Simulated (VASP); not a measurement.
Here is the system:

```
O2Si
1.0
    4.20526     0.00000     0.00000
    0.00000     4.20526     0.00000
    0.00000     0.00000     2.69510
Si O
2 4
Cartesian
  0.00000   0.00000   0.00000
  2.10263   2.10263   1.34755
  1.28658   1.28658   2.69510
  3.38921   0.81605   1.34755
  0.81605   3.38921   1.34755
  2.91868   2.91868   0.00000
```

Calculation: optB86b-vdW, VASP's PBE PAW potentials (set 64) (plane waves; VASP). Numerical set-up: 520 eV cut-off, 6×6×9 Γ-centred mesh, tetrahedra with Blöchl corrections, potentials Si O.

The cores are frozen, which limits the accuracy of field gradients.

**Question.** Give the principal components of the electric field gradient (V/Å²) and the asymmetry η at each nucleus.

**Answer.** 
| atom | Vxx | Vyy | Vzz | η |
|---|---|---|---|---|
| Si1 | -16.0 | -2.7 | 18.7 | 0.71 |
| Si2 | -16.0 | -2.7 | 18.7 | 0.71 |
| O3 | 62.8 | 48.5 | -111.3 | 0.13 |
| O4 | 62.8 | 48.5 | -111.3 | 0.13 |
| O5 | 62.8 | 48.5 | -111.3 | 0.13 |
| O6 | 62.8 | 48.5 | -111.3 | 0.13 |

The compound is SiO2 in the rutile structure, stishovite, a high-pressure form. It was relaxed first.
